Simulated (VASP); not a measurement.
Wanted: the native input for a VASP 6.6.1 run.

* Task: relaxation of cell and atoms
* Functional: RPBE
* Potentials or basis: VASP PAW PBE potentials, release 64 (Hf_pv, In_d, Si, O)
* Cutoff: 600 eV
* k mesh: 6 × 6 × 4
* Occupations: fermi-dirac, width 0.05 eV
* Spin: no spin polarisation
* Further INCAR settings: ALGO = Normal; EDIFF = 1e-06; IBRION = 2; EDIFFG = -0.02; NSW = 60; ISIF = 3

The structure of HfIn4SiO6 lies in POSCAR:

```
HfIn4SiO6
1.0
    2.7160300000     -4.7033200000      0.0044800000
    2.7160300000      4.7033200000      0.0044800000
   -1.8630900000      0.0000000000      7.4041500000
Hf In Si O
1 4 1 6
Direct
    0.2048000000      0.7952000000      0.0000000000
    0.3713900000      0.6286100000      0.5000000000
    0.5381200000      0.4618800000      0.0000000000
    0.0350000000      0.9650000000      0.5000000000
    0.7090700000      0.2909300000      0.5000000000
    0.8714600000      0.1285400000      0.0000000000
    0.1074100000      0.0691800000      0.8666700000
    0.9308200000      0.8925900000      0.1333300000
    0.8397500000      0.3782000000      0.8666900000
    0.6218000000      0.1602500000      0.1333100000
    0.1981300000      0.4689100000      0.1333800000
    0.5310900000      0.8018700000      0.8666200000
```

The cell was built by a generator and needn't be a form met in nature.

The input as run:

INCAR

```
PREC = Accurate
ENCUT = 600
EDIFF = 1E-6
ISMEAR = -1
SIGMA = 0.05
LREAL = False
LASPH = True
NELM = 60
ALGO = Normal
ISIF = 3
LWAVE = False
LCHARG = False
GGA = RP
IBRION = 2
NSW = 60
EDIFFG = -0.02
KPAR = 4
```

KPOINTS

```
regular mesh
0
Gamma
  6 6 4
```

Potentials or basis: VASP PAW PBE potentials, release 64 (Hf_pv, In_d, Si, O).

The run is started by

```console
$ cat potpaw_PBE.64/Hf_pv/POTCAR potpaw_PBE.64/In_d/POTCAR potpaw_PBE.64/Si/POTCAR potpaw_PBE.64/O/POTCAR > POTCAR
$ mpirun -np 4 vasp_std > vasp.out
```

It gave:

```
Relaxed volume                         : 16.30 Å³/atom
Relaxed cell                           : a = 5.460 Å, b = 5.460 Å, c = 7.796 Å, α = 96.87°, β = 96.87°, γ = 119.97°
Space group after relaxing (to 0.05 Å) : C2 (No. 5)
Energy gained by relaxing              : 3.8 meV/atom
Ionic steps                            : 9
Pressure after relaxing                : 0.1 GPa
Largest force after relaxing           : 0.012 eV/Å
Band gap on the k mesh                 : none (metal or under the smearing width)
```

Caveat: the PAW data sets were made with another functional, which shifts forces and pressure a little.

It took 12 min on 4 MPI ranks on Intel(R) Xeon(R) 6975P-C (Granite Rapids), with other jobs on the host, peak memory 0.83 GiB a rank.
